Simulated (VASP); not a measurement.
Here is the system:

```
CELL_PARAMETERS angstrom
      0.00000     2.07058     2.07058
      2.07058     0.00000     2.07058
      2.07058     2.07058     0.00000
ATOMIC_POSITIONS crystal
  Ag 0.00000 0.00000 0.00000
```

All values below come from PBE GGA, VASP's PBE PAW potentials (set 64) (plane waves; VASP). Numerical set-up: 480 eV cut-off, 14×14×14 Γ-centred mesh, first-order Methfessel-Paxton smearing of 0.10 eV, potentials Ag.

Energy and stress use the plane-wave basis of the starting cell.

Task: The ions, cell shape and volume at an external pressure of 15.0 GPa are relaxed. What does this cell relax into?

Result: 
```
CELL_PARAMETERS angstrom
      0.00000     1.99305     1.99305
      1.99305     0.00000     1.99305
      1.99305     1.99305     0.00000
ATOMIC_POSITIONS crystal
  Ag 0.00000 0.00000 0.00000
```
Space group Fm-3m (225), at a tolerance of 0.03 Å.

Task: How do energy and volume change from the first to the last step?

Result: The energy (σ→0) changes by +80.8 meV/atom and the volume by -10.8 %, in 7 ionic steps.

| step | E(σ→0) (eV) | max force (eV/Å) | pressure (GPa) | volume (Å³) |
|---|---|---|---|---|
| 1 | -2.7167 | 0.000 | 0.41 | 17.75 |
| 2 | -2.2950 | 0.000 | 45.71 | 13.92 |
| 3 | -2.6405 | 0.000 | 14.48 | 15.88 |
| 4 | -2.6369 | 0.000 | 14.88 | 15.84 |
| 5 | -2.6334 | 0.000 | 15.28 | 15.81 |
| 6 | -2.6388 | 0.000 | 14.69 | 15.87 |
| 7 | -2.6359 | 0.000 | 15.00 | 15.83 |

The compound is Ag in the fcc structure. This run relaxes it under an external pressure of 15 GPa. Symmetry was kept, so distortions that lower it aren't found.
